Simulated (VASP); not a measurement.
# Lattice vibrations of Y3Hg, part 3 of 3

How does the lattice of Y3Hg vibrate? The cell is invented: it takes the structure of a Materials Project entry for Tb3Hg (space group 221 there), with some of its atoms replaced by other elements, volume scaled by an estimate. It may not be a known or stable phase.

VASP 6.6.1; PBEsol; plane waves and PAW (Hg, Y_sv); invented cell.

Still holding for the runs below: The k-mesh is coarse for a metal.

So far. Step 3 (Relax the host again, on a new basis): The start already met the threshold, so nothing moved. Step 4 (Tight relaxation): The run ended after 2 ionic steps, 0.000 eV below its first step, once forces and stress met EDIFFG = -0.002.

### 5. Force constants in the supercell

System of this step: Y3Hg. It takes space group Pm-3m (No. 221, cubic). The conventional cell has a = 4.730 Å, b = 4.730 Å, c = 4.730 Å, α = 90.00°, β = 90.00°, γ = 90.00°. Nearest to Hg lie 12 Y at 3.34 Å. Nearest to Y lie 8 Y at 3.34 Å and 4 Hg at 3.34 Å. it takes the structure of a Materials Project entry for Tb3Hg (space group 221 there), with some of its atoms replaced by other elements, volume scaled by an estimate. Farther neighbours are not listed.

Each independent atom is moved by 0.015 Å both ways; the forces give the force constants out to half the supercell.

INCAR reads:

```
SYSTEM = Y3Hg
PREC = Accurate
ENCUT = 350
EDIFF = 1E-07
NELM = 120
ISMEAR = 1
SIGMA = 0.2
LREAL = .FALSE.
ALGO = Fast
GGA = PS
LWAVE = .FALSE.
LCHARG = .FALSE.
KPAR = 4
IBRION = 6
NSW = 1
NFREE = 2
POTIM = 0.015
ISIF = 0
ADDGRID = .TRUE.
```

POSCAR reads:

```
Y3Hg
1.0
    9.4609817546      0.0000000000      0.0000000000
    0.0000000000      9.4609817546      0.0000000000
    0.0000000000      0.0000000000      9.4609817546
Hg Y
8 24
Direct
    0.0000000000      0.0000000000      0.0000000000
    0.0000000000      0.0000000000      0.5000000000
    0.0000000000      0.5000000000      0.0000000000
    0.0000000000      0.5000000000      0.5000000000
    0.5000000000      0.0000000000      0.0000000000
    0.5000000000      0.0000000000      0.5000000000
    0.5000000000      0.5000000000      0.0000000000
    0.5000000000      0.5000000000      0.5000000000
    0.2500000000      0.0000000000      0.2500000000
    0.2500000000      0.0000000000      0.7500000000
    0.2500000000      0.5000000000      0.2500000000
    0.2500000000      0.5000000000      0.7500000000
    0.7500000000      0.0000000000      0.2500000000
    0.7500000000      0.0000000000      0.7500000000
    0.7500000000      0.5000000000      0.2500000000
    0.7500000000      0.5000000000      0.7500000000
    0.2500000000      0.2500000000      0.0000000000
    0.2500000000      0.2500000000      0.5000000000
    0.2500000000      0.7500000000      0.0000000000
    0.2500000000      0.7500000000      0.5000000000
    0.7500000000      0.2500000000      0.0000000000
    0.7500000000      0.2500000000      0.5000000000
    0.7500000000      0.7500000000      0.0000000000
    0.7500000000      0.7500000000      0.5000000000
    0.0000000000      0.2500000000      0.2500000000
    0.0000000000      0.2500000000      0.7500000000
    0.0000000000      0.7500000000      0.2500000000
    0.0000000000      0.7500000000      0.7500000000
    0.5000000000      0.2500000000      0.2500000000
    0.5000000000      0.2500000000      0.7500000000
    0.5000000000      0.7500000000      0.2500000000
    0.5000000000      0.7500000000      0.7500000000
```

KPOINTS reads:

```
Automatic mesh
0
Gamma
4 4 4
0 0 0
```

PAW data sets: Hg and Y_sv (PBE family, release 64).

On the command line:

```bash
$ mpirun -np 4 vasp_std
```

Output:

```text
[banner, memory and clock lines left out]
running    4 mpi-ranks, on    1 nodes
[...]
|                                                                             |
|               ----> ADVICE to this user running VASP <----                  |
|                                                                             |
|     You have a (more or less) 'large supercell' and for larger cells it     |
|     might be more efficient to use real-space projection operators.         |
|     Therefore, try LREAL= Auto in the INCAR file.                           |
|     Mind: For very accurate calculation, you might also keep the            |
|     reciprocal projection scheme (i.e. LREAL=.FALSE.).                      |
|                                                                             |

 [... a notice as in an earlier step ...]

 LDA part: xc-table for (Slater+PW92), standard interpolation
 POSCAR, INCAR and KPOINTS ok, starting setup
[...]
entering main loop
       N       E                     dE             d eps       ncg     rms          rms(c)
DAV:   1     0.226308334505E+04    0.22631E+04   -0.14171E+05  4320   0.124E+03
DAV:   2     0.671010861144E+02   -0.21960E+04   -0.21144E+04  4448   0.379E+02
DAV:   3    -0.149416582843E+03   -0.21652E+03   -0.20769E+03  5992   0.841E+01
DAV:   4    -0.181588188589E+03   -0.32172E+02   -0.31597E+02  6688   0.229E+01
[...]
RMM:  12    -0.175545523135E+03   -0.22724E-02   -0.29234E-02  6357   0.309E-01    0.416E-01
RMM:  13    -0.175546350646E+03   -0.82751E-03   -0.16224E-02  6489   0.151E-01    0.121E-01
RMM:  14    -0.175546997190E+03   -0.64654E-03   -0.68425E-03  7607   0.792E-02    0.129E-01
WARNING in EDDRMM: call to ZHEGV failed, returncode =   6  3     42
RMM:  15    -0.175547345910E+03   -0.34872E-03   -0.35333E-03  7866   0.473E-02    0.101E-01
WARNING in EDDRMM: call to ZHEGV failed, returncode =   8  4    158
RMM:  16    -0.175547511369E+03   -0.16546E-03   -0.14838E-03  7527   0.359E-02    0.134E-01
WARNING in EDDRMM: call to ZHEGV failed, returncode =   6  3    100
RMM:  17    -0.175547631055E+03   -0.11969E-03   -0.98991E-04  6616   0.438E-02    0.976E-02
WARNING in EDDRMM: call to ZHEGV failed, returncode =   8  4     46
WARNING in EDDRMM: call to ZHEGV failed, returncode =   8  4     76
WARNING in EDDRMM: call to ZHEGV failed, returncode =   8  4    115
WARNING in EDDRMM: call to ZHEGV failed, returncode =   6  3    148
RMM:  18    -0.175547660698E+03   -0.29643E-04   -0.51700E-04  7378   0.204E-02    0.701E-02
WARNING in EDDRMM: call to ZHEGV failed, returncode =   6  3    128
WARNING in EDDRMM: call to ZHEGV failed, returncode =   6  3    146
RMM:  19    -0.175547677390E+03   -0.16692E-04   -0.32074E-04  7582   0.146E-02    0.293E-02
WARNING in EDDRMM: call to ZHEGV failed, returncode =   8  4    116
[...]
5 F= -.17545448E+03 E0= -.17541490E+03  d E =-.118725E+00
 Finite differences progress:
  Degree of freedom:   2/  3
  Displacement:        2/  2
  Total:               4/  6
[...]
N       E                     dE             d eps       ncg     rms          rms(c)
DAV:   1    -0.175542880880E+03   -0.88404E-01   -0.10121E+00  8656   0.221E+00    0.267E-01
RMM:   2    -0.175546980635E+03   -0.40998E-02   -0.44332E-02  9102   0.359E-01    0.188E-01
RMM:   3    -0.175547141902E+03   -0.16127E-03   -0.45173E-03 11495   0.119E-01    0.123E-01
WARNING in EDDRMM: call to ZHEGV failed, returncode =   6  3    138
RMM:   4    -0.175547136222E+03    0.56797E-05   -0.12956E-03 13067   0.553E-02    0.598E-02
WARNING in EDDRMM: call to ZHEGV failed, returncode =   8  4    142
WARNING in EDDRMM: call to ZHEGV failed, returncode =   8  4    122
WARNING in EDDRMM: call to ZHEGV failed, returncode =   8  4    178
RMM:   5    -0.175547113048E+03    0.23175E-04   -0.50690E-04 13076   0.294E-02    0.263E-02
WARNING in EDDRMM: call to ZHEGV failed, returncode =   6  3    109
WARNING in EDDRMM: call to ZHEGV failed, returncode =   8  4    107
WARNING in EDDRMM: call to ZHEGV failed, returncode =   6  3    146
WARNING in EDDRMM: call to ZHEGV failed, returncode =   8  4    150
WARNING in EDDRMM: call to ZHEGV failed, returncode =   8  4    137
WARNING in EDDRMM: call to ZHEGV failed, returncode =   6  3    150
WARNING in EDDRMM: call to ZHEGV failed, returncode =   8  4    151
RMM:   6    -0.175547114038E+03   -0.99014E-06   -0.20742E-04 13616   0.171E-02    0.131E-02
WARNING in EDDRMM: call to ZHEGV failed, returncode =   6  3    121
 num prob WARNING in EDDRMM: call to ZHEGV failed, returncode =   8  4    123
WARNING in EDDRMM: call to ZHEGV failed, returncode =   6  3    101
 num prob  num prob WARNING in EDDRMM: call to ZHEGV failed, returncode =   8  4    120
 num prob  num prob  num prob  num prob  num prob  num prob  num prob  num prob WARNING in EDDRMM: call to ZHEGV failed, returncode =   8  4    173
WARNING in EDDRMM: call to ZHEGV failed, returncode =   8  4    182
RMM:   7    -0.175547101126E+03    0.12912E-04   -0.96986E-05 13102   0.114E-02    0.569E-03
 hard stop encountered!  aborting job ...
|                                                                             |
|           W    W    AA    RRRRR   N    N  II  N    N   GGGG   !!!           |
|           W    W   A  A   R    R  NN   N  II  NN   N  G    G  !!!           |
|           W    W  A    A  R    R  N N  N  II  N N  N  G       !!!           |
|           W WW W  AAAAAA  RRRRR   N  N N  II  N  N N  G  GGG   !            |
|           WW  WW  A    A  R   R   N   NN  II  N   NN  G    G                |
|           W    W  A    A  R    R  N    N  II  N    N   GGGG   !!!           |
|                                                                             |
|     The electronic self-consistency was not achieved in the given           |
|     number of steps (NELM). The forces and other quantities evaluated       |
|     might not be reliable so examine the results carefully. If you find     |
|     spurious results, we suggest increasing NELM, if you were close to      |
|     convergence or switching to a different ALGO or adjusting the           |
|     density mixing parameters otherwise.                                    |
|                                                                             |

 soft stop encountered!  aborting job ...
```

Run time: 2.3 h. Hardware: 4 MPI ranks of Intel Xeon 6975P-C (Granite Rapids), shared host.

The run was stopped at its time limit, so it gives no result of its own.

### 6. What came out

| Quantity | Value |
| --- | --- |
| result | none |

The session ends without its result: «force constants in the supercell» met its time limit.

[Lines on the potential files, build, host, timing and source positions are cut from VASP's logs without a mark.]

[Logs are printed without paths, hosts, clocks, repeated set-up lines and the standing remarks that a program may print on its own settings, such as how far it seeks lower states.]

[Hosts, paths, dates, database ids (printed as entryN), source tags and the programs' standing remarks are cut or masked in the printed files.]

[Runs that stopped without an error message from VASP are left out.]
